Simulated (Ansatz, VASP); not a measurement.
# SiBPC in two plane-wave programs, part 2 of 2

One calculation is typed for both programs; each brings its own data sets. How far apart do they land? The cell is generated by rule, not measured, and may not be a known phase. The cell is taken from a series of runs on this material, whose earlier steps may have relaxed, scaled, displaced or heated it; both programs get it as it stands.

VASP 6.6.1 and Ansatz 0.2.0.

So far: The starting structure; VASP: G0W0 gap, PBEsol.

The structure was built from a prototype and need not be the compound's stable phase.

## (3) Ansatz: G0W0 gap, PBEsol

Level of this step: Ansatz beside VASP: Kohn-Sham DFT, plane waves, PBEsol (Ansatz).

Ansatz runs on its PAW soft_1 files.

The same cell, functional and mesh now go to Ansatz, which takes its cutoff from its data sets.

File input.yaml:

```yaml
crystal:
  lattice:
    - [3.14558516, 0.0, 0.0]
    - [0.0, 4.4642341616, -3.215e-07]
    - [0.0, -4.549e-07, 6.3290139136]
  atoms:
    - { symbol: B, position: [0.0, -0.0372303766, 0.1066363553] }
    - { symbol: P, position: [0.5, 0.220635989, 0.1416785451] }
    - { symbol: B, position: [0.5, 0.4627694246, 0.4034763715] }
    - { symbol: P, position: [0.0, 0.7206358291, 0.3684342424] }
    - { symbol: Si, position: [0.0, 0.0396981793, 0.6470593502] }
    - { symbol: C, position: [0.5, 0.2768961569, 0.6285279624] }
    - { symbol: Si, position: [0.5, 0.5396982904, 0.8630534045] }
    - { symbol: C, position: [0.0, 0.7768965074, 0.8815848335] }
kpoints:
  mp_grid: { grid: [4, 4, 2] }
hamiltonian:
  xc: pbesol
  pseudopotentials: { kind: paw, azcp: { folder: soft_1 }, xc_functional: pbe }
scf:
  occupations: { method: fixed }
gw:
  n_empty_bands: 172
  ecut_chi: 90.0
  qp_bands: [v2, c2]
  qp_kpoints: band_edges
  screening: { model: contour_deformation }
```

The run is started by

```sh
> ansatz run input.yaml --threads 4 --pin off --max-ram 17510MiB --backend cpu --events-out ev --progress --plain --runs-dir out
```

Numbers of over 12 decimals in the logs are rounded to 6 here.

Log:

```text
Warning: the atoms were moved onto the symmetric positions of the space group found under crystal.symmetry.tolerance 1.0e-5 (fractional; no operation is sought that the atoms, as they stand in a round, miss by more than twice it, and no atom is moved by as much as it), and the run uses the moved positions. Before a round's move an operation carried an atom to 1.58e-6 Å from where it should land, the largest such dist [...]
Engine: ansatz 0.2.0, aarch64-unknown-linux-gnu
Pseudopotentials: kind: paw
Pseudopotential: B, paw, valence charge 3, recommended cutoff 420 eV (normal), soft_1/B.paw.azcp
Pseudopotential: P, paw, valence charge 5, recommended cutoff 420 eV (normal), soft_1/P.paw.azcp
Pseudopotential: Si, paw, valence charge 4, recommended cutoff 420 eV (normal), soft_1/Si.paw.azcp
Pseudopotential: C, paw, valence charge 4, recommended cutoff 420 eV (normal), soft_1/C.paw.azcp
Functional definition: PBEsol
  exchange = pbesol_x
  correlation = pbesol_c
Crystal: 8 atoms, lattice volume = 88.876 Å³
Basis set: ecut = 420 eV, 1717 PW (Γ)
Bands: 24, of which v1, the nominal top of the filled ones, is band 16 counted from 1 (15 counted from 0)
Symmetry: 4 space group operations
Space group: Pmn21 (ITA 31), of the structure as read, at distance tolerance 4.5e-5 Å
k-points: 18 of 32 (time reversal used)
Non-local potential: B, projectors of the file, l = 0: 2, l = 1: 2, l = 2: 1
Non-local potential: P, projectors of the file, l = 0: 2, l = 1: 2, l = 2: 1
Non-local potential: Si, projectors of the file, l = 0: 2, l = 1: 2, l = 2: 1
Non-local potential: C, projectors of the file, l = 0: 2, l = 1: 2, l = 2: 1
PAW form: soft (Blöchl's): semilocal exchange-correlation on the pseudo side does not see the compensation charge
PAW frozen core: B, regenerated for the run's functional, and the local potential with it (the file was generated under x = pbe(κ = 0.804, μ = 0.219515), c = pbe(β = 0.066725))
PAW frozen core: P, regenerated for the run's functional, and the local potential with it (the file was generated under x = pbe(κ = 0.804, μ = 0.219515), c = pbe(β = 0.066725))
PAW frozen core: Si, regenerated for the run's functional, and the local potential with it (the file was generated under x = pbe(κ = 0.804, μ = 0.219515), c = pbe(β = 0.066725))
PAW frozen core: C, regenerated for the run's functional, and the local potential with it (the file was generated under x = pbe(κ = 0.804, μ = 0.219515), c = pbe(β = 0.066725))
PAW one-centre angular grid: B, 110 points (default); XC on 64 Gauss nodes
PAW one-centre angular grid: P, 110 points (default); XC on 64 Gauss nodes
PAW one-centre angular grid: Si, 110 points (default); XC on 64 Gauss nodes
PAW one-centre angular grid: C, 110 points (default); XC on 64 Gauss nodes
Initial density: superposition of atomic densities (chi_scale 0.1, normalization cell, long waves kept (reshape's long-wave potential 0.06 eV rms))
Initial wavefunctions: pseudopotential atomic-orbital guess
Functional: x = pbesol(κ = 0.804, μ = 0.123457), c = pbesol(β = 0.046)
SCF iter   1: F=—  HF=-3527.395304 eV  |F-HF|=—  |Δ(HF+E_count)|=         —  Δρ=1.03e-1  dr2=1.21e1  ethr=3.10e-3  ⟨swp⟩=5.1  Hψ=2066  notcnv=0  defer=82
preconditioner: auto → none  [insulator: Δε(μ)=1.663 eV  Ē_g=11.557 eV  n_scr=16 (ndim 8)  ℏωp=22.3 eV  f_vac=0.000  ε∞_Penn≈4.7]
SCF iter   2: F=—  HF=-3524.088392 eV  |F-HF|=—  |Δ(HF+E_count)|=    3.31e0  Δρ=4.32e-2  dr2=1.65e0  ethr=3.10e-3  ⟨swp⟩=4.3  Hψ=1162  notcnv=0  defer=106
SCF iter   3: F=—  HF=-3523.655938 eV  |F-HF|=—  |Δ(HF+E_count)|=   4.32e-1  Δρ=1.75e-2  dr2=2.29e-1  ethr=3.10e-3  ⟨swp⟩=3.1  Hψ=821  notcnv=0  defer=105
SCF iter   4: F=—  HF=-3523.643280 eV  |F-HF|=—  |Δ(HF+E_count)|=   1.27e-2  Δρ=7.69e-3  dr2=1.62e-1  ethr=7.14e-4  ⟨swp⟩=3.3  Hψ=705  notcnv=0  defer=108
SCF iter   5: F=—  HF=-3523.605384 eV  |F-HF|=—  |Δ(HF+E_count)|=   3.79e-2  Δρ=2.03e-3  dr2=2.01e-3  ethr=5.07e-4  ⟨swp⟩=2.8  Hψ=653  notcnv=0  defer=108
SCF iter   6: F=—  HF=-3523.605382 eV  |F-HF|=—  |Δ(HF+E_count)|=   2.20e-6  Δρ=3.85e-4  dr2=6.67e-5  ethr=6.27e-6  ⟨swp⟩=2.5  Hψ=652  notcnv=0  defer=108
SCF iter   7: F=—  HF=-3523.605393 eV  |F-HF|=—  |Δ(HF+E_count)|=   1.11e-5  Δρ=7.36e-5  dr2=3.64e-6  ethr=2.08e-7  ⟨swp⟩=2.6  Hψ=717  notcnv=0  defer=108
SCF iter   8: F=—  HF=-3523.605394 eV  |F-HF|=—  |Δ(HF+E_count)|=   3.33e-7  Δρ=1.87e-5  dr2=2.00e-7  ethr=1.14e-8  ⟨swp⟩=2.1  Hψ=638  notcnv=0  defer=108
SCF iter   9: F=-3523.605394 eV  HF=-3523.605394 eV  |F-HF|=1.01e-8  |Δ(HF+E_count)|=   2.76e-8  Δρ=6.62e-6  dr2=1.33e-8  ethr=3.13e-10  ⟨swp⟩=12.1  Hψ=2421  notcnv=0
SCF 1 converged in 9 iterations: F = -3523.605394 eV  dr2 = 1.33e-8
  greatest PAW one-centre occupation: 0.766 electrons in one spin orbital (limit 2), on the P atom at site 1 (counted from 0), in its partial waves of l = 0
NSCF: frozen V_eff on 18 k-points
G₀W₀ screening: q 1/18
[... further progress lines ...]
SCF converged after 9 iterations
Free energy (F): -3523.605394 eV
Harris-Foulkes:  -3523.605394 eV  (|F-HF|=1.01e-8)
Internal energy: -3523.605394 eV  (E = F + TS)
E sigma→0 (E₀):  -3523.605394 eV
Fermi energy:    9.802477 eV
--- Per-component energies (eV) ---
  E_band       = 97.934508
  E_kinetic    = 504.780017
  E_local      = -326.639503  (includes V_loc(G=0)·N_el)
  E_nonlocal   = 171.457254
  E_hartree    = 102.806059
  E_xc         = -420.696824
  E_vxc        = -418.126588  (∫ρ·V_xc dr)
  E_paw        = -2424.037015  (= ΣΔE_a)
  E_vpaw       = -39.148100  (= ΣTr[D̂ρ^β])
  E_aug_tail   = 0.000117  (compensation charges beyond the density's cutoff)
  E_ewald      = -1131.502435
  E_core_change = 0.226936  (= ΣΔE_core)
  E_smearing   = -0.000000  (= −TS)
  E_closure    = -0.000000  (closes the sum)
  Σ components = -3523.605394   (vs F -3523.605394, Δ=0.00e0)
--- Band table (eV; the first three rows and the last of 18) ---
  k-point 0: bands = [... 12 lower, 7.9228, 9.1400, 9.5433, 9.8025, 10.5512, 11.6330, 13.4313, 13.8122, ... 4 higher]
  k-point 1: bands = [... 12 lower, 7.2870, 8.0783, 8.7183, 9.7097, 11.6364, 11.9547, 14.2428, 14.2487, ... 4 higher]
  k-point 2: bands = [... 12 lower, 8.0541, 8.3170, 8.4510, 9.0859, 10.9679, 12.2789, 12.9627, 14.1631, ... 4 higher]
  k-point 17: bands = [... 12 lower, 6.5070, 6.5070, 6.8205, 6.8205, 13.3710, 13.3710, 14.1030, 14.1030, ... 4 higher]
--- G₀W₀: contour deformation, 7 samples at zero and on the imaginary axis and 1 off it, 32 q-points, 172 empty bands' worth ---
  eigenvalues of the whole cell's RPA ε∞ on this k-mesh (on a slab, of 1 + 4πα/V) = 9.0065, 9.8142, 10.7579; static W/v taken at q = 0 is 0.099559
  gw.qp_kpoints: band_edges: 7 of 18 stored k-points solved, in 1 pass; an edge of the gap read off the rows below is read off those points alone
    valence top: of the k-points left out ik 3 came nearest to being solved in a further pass, in band 16 (counted from 1, as in the quasiparticle table): it holds the edge there only if its correction is more favourable than any solved in that band by at least 0.705 eV; those differ by 0.167 eV
    conduction bottom: of the k-points left out ik 2 came nearest to being solved in a further pass, in band 17 (counted from 1, as in the quasiparticle table): it holds the edge there only if its correction is more favourable than any solved in that band by at least 0.545 eV; those differ by 0.165 eV
    ik  band        ε_KS         Σx   Σc(E_QP)       V_xc       Z   E_QP_lin       E_QP  E_QP is
     0    15      9.5433   -17.2972     1.7038   -15.3760  0.7893     9.3256     9.3259  root
     0    16      9.8025   -17.1367     1.6641   -15.2315  0.7894     9.5611     9.5615  root
     0    17     10.5512    -7.1672    -4.1305   -11.7273  0.8062    10.9821    10.9808  root
     0    18     11.6330    -7.3078    -4.3234   -12.1015  0.8030    12.1049    12.1033  root
     1    15      8.7183   -18.0132     2.2449   -15.5137  0.7830     8.4632     8.4638  root
     1    16      9.7097   -16.9770     1.6324   -15.0876  0.7887     9.4523     9.4527  root
     1    17     11.6364    -7.1089    -4.4062   -11.9954  0.8039    12.1186    12.1168  root
     1    18     11.9547    -7.2164    -4.3811   -12.0734  0.8020    12.4324    12.4306  root
     4    15      8.3799   -17.4263     2.1731   -14.9110  0.7812     8.0367     8.0376  root
     4    16      8.3799   -17.4263     2.1731   -14.9110  0.7812     8.0367     8.0376  root
     4    17     11.9415    -7.7185    -4.3802   -12.5999  0.7980    12.4447    12.4426  root
     4    18     11.9415    -7.7185    -4.3802   -12.5999  0.7980    12.4447    12.4426  root
     8    15      8.4969   -17.3668     2.0597   -14.9769  0.7839     8.1658     8.1667  root
     8    16      8.6669   -17.3026     1.9311   -15.0946  0.7857     8.3895     8.3900  root
     8    17     11.9671    -7.3407    -4.3011   -12.1298  0.8021    12.4570    12.4551  root
     8    18     12.0376    -7.2706    -4.3132   -12.0608  0.8014    12.5163    12.5145  root
    12    15      7.8129   -17.4768     2.3028   -14.7909  0.7791     7.4286     7.4298  root
    12    16      7.8129   -17.4768     2.3028   -14.7909  0.7791     7.4286     7.4298  root
    12    17     10.4228    -7.2383    -3.9831   -11.6286  0.8086    10.8311    10.8300  root
    12    18     10.4228    -7.2383    -3.9831   -11.6286  0.8086    10.8311    10.8300  root
    15    15      6.7526   -17.2357     2.4912   -14.3361  0.7723     6.3424     6.3442  root
    15    16      6.7526   -17.2357     2.4912   -14.3361  0.7723     6.3424     6.3442  root
    15    17     11.5939    -7.3623    -4.2296   -12.0527  0.8024    12.0563    12.0547  root
    15    18     11.5939    -7.3623    -4.2296   -12.0527  0.8024    12.0563    12.0547  root
    16    15      8.0868   -17.6496     2.2074   -15.1269  0.7813     7.7706     7.7714  root
    16    16      8.0868   -17.6496     2.2074   -15.1269  0.7813     7.7706     7.7714  root
    16    17     13.1136    -8.4568    -4.5654   -13.5946  0.7913    13.6892    13.6860  root
    16    18     13.1136    -8.4568    -4.5654   -13.5946  0.7913    13.6892    13.6860  root
```

## (4) Side by side

Known differences besides the potentials themselves: fixed occupations in Ansatz, narrow Gaussian smearing in VASP; the cutoff is 420 eV in Ansatz and 440 eV in VASP; Ansatz makes its cores anew for this functional, VASP keeps those of its PBE data sets; VASP leaves aspherical gradient terms in its spheres out (LASPH is not set), Ansatz keeps them; Ansatz integrates over frequency by contour deformation, VASP on a grid of NOMEGA points; Ansatz's G0W0 levels solve the quasiparticle equation, VASP's are linearised. Total energies have different zeros and are not compared.

Both answers:

```
                   quantity  Ansatz  VASP  difference
  G0W0 gap on the mesh (eV)    1.27  1.24       +0.03
Kohn-Sham gap under it (eV)    0.62  0.61       +0.01
```

## (5) Results

```
difference in G0W0 gap on the mesh (G0W0 gap, PBEsol) : 0.032 eV
```

The difference in G0W0 gap on the mesh is 0.032 eV (G0W0 gap, PBEsol). How closely two codes agree says nothing of how well the functional describes the real material.

[Lines on the potential files, build, host, timing and source positions are cut from VASP's logs without a mark.]

[Logs are printed without paths, hosts, clocks, repeated set-up lines and the standing remarks that a program may print on its own settings, such as how far it seeks lower states.]

[Hosts, paths, dates, database ids (printed as entryN), source tags and the programs' standing remarks are cut or masked in the printed files.]
